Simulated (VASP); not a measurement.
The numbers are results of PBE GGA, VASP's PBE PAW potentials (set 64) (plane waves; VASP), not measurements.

A VASP calculation is set up with these files.

### INCAR
```
# general
SYSTEM  = WC
PREC    = Accurate
ENCUT   = 400
LREAL   = .False.
LASPH   = .True.

# electronic loop
EDIFF   = 1E-6
NELM    = 100
ALGO    = Normal
LMAXMIX = 6

# smearing
ISMEAR  = -1
SIGMA   = 0.1

# functional
GGA     = PE

# ions
ISIF    = 2

# output
LWAVE   = .False.
LCHARG  = .False.
```

File KPOINTS:
```
Automatic mesh
0
Gamma
25 25 23
0 0 0
```

POSCAR:
```
WC
1
    2.9165900000     0.0000000000     0.0000000000
   -1.4582950000     2.5258410000     0.0000000000
    0.0000000000     0.0000000000     2.8394400000
W C
1 1
Direct
 -0.0056690000  -0.0046750000   0.0046430000
  0.6723360000   0.3380080000   0.4953570000
```

POTCAR, in this order: W_sv C (PBE.64 set). Program: vasp_std.

The resulting files:

File OSZICAR:
```
       N       E                     dE             d eps       ncg     rms          rms(c)
DAV:   1     0.947214204385E+02    0.94721E+02   -0.84467E+03187635   0.129E+03
DAV:   2    -0.221458931723E+02   -0.11687E+03   -0.11370E+03215368   0.340E+02
DAV:   3    -0.254742343547E+02   -0.33283E+01   -0.33033E+01227300   0.552E+01
DAV:   4    -0.255041584243E+02   -0.29924E-01   -0.29907E-01205725   0.546E+00
DAV:   5    -0.255044069023E+02   -0.24848E-03   -0.24846E-03219911   0.503E-01    0.320E+01
DAV:   6    -0.225382427420E+02    0.29662E+01   -0.95245E+00209913   0.316E+01    0.850E+00
DAV:   7    -0.224730172379E+02    0.65226E-01   -0.41482E-01193018   0.570E+00    0.606E+00
DAV:   8    -0.224469756224E+02    0.26042E-01   -0.68607E-02209628   0.250E+00    0.840E-01
DAV:   9    -0.224460212739E+02    0.95435E-03   -0.33767E-03202778   0.468E-01    0.142E-01
DAV:  10    -0.224459695995E+02    0.51674E-04   -0.25684E-04219668   0.215E-01    0.706E-02
DAV:  11    -0.224459682014E+02    0.13981E-05   -0.17684E-05202333   0.401E-02    0.102E-02
DAV:  12    -0.224459671181E+02    0.10833E-05   -0.44422E-06196583   0.207E-02    0.311E-03
DAV:  13    -0.224459671381E+02   -0.20014E-07   -0.91851E-08 95229   0.319E-03
   1 F= -.22445967E+02 E0= -.22441013E+02  d E =-.990869E-02
```

**OUTCAR**
```
------------------------ aborting loop because EDIFF is reached ----------------------------------------
  FORCE on cell =-STRESS in cart. coord.  units (eV):
  Direction    XX          YY          ZZ          XY          YZ          ZX
  --------------------------------------------------------------------------------------
  Total        0.1926035      0.4412885      0.4736773     -0.1012897     -0.0319714     -0.0243069
  in kB       14.7523337     33.8001879     36.2809879     -7.7582121     -2.4488236     -1.8617699
  external PRESSURE =      28.2778365 kB  Pullay stress =       0.0000000 kB
  volume of cell :       20.92
      direct lattice vectors                 reciprocal lattice vectors
     2.916590000  0.000000000  0.000000000     0.342866155  0.197953870  0.000000000
    -1.458295000  2.525841000  0.000000000     0.000000000  0.395907739  0.000000000
     0.000000000  0.000000000  2.839440000     0.000000000  0.000000000  0.352182120
 POSITION                                       TOTAL-FORCE (eV/Angst)
 -----------------------------------------------------------------------------------
      1.44858      2.51403      0.01318         0.291387      0.368000     -0.365601
      1.46801      0.85375      1.40654        -0.291387     -0.368000      0.365601
 -----------------------------------------------------------------------------------
    total drift:                               -0.000066     -0.000091      0.000028
  FREE ENERGIE OF THE ION-ELECTRON SYSTEM (eV)
  ---------------------------------------------------
  free  energy   TOTEN  =       -22.4459671381 eV

  energy  without entropy=      -22.4360584459  energy(sigma->0) =      -22.44101279
```
(Selected blocks of OUTCAR.)

At this cut-off the stress carries a Pulay error, which pulls relaxed volumes low.

The structure comes from a computed database's WC entry; how it stands against other phases isn't given here. The cell was not relaxed at this level, atoms are displaced from their ideal sites. The run is one of a series of settings (KPOINTS 25×25×23 Γ-centred mesh against the base run), some of them coarse on purpose.
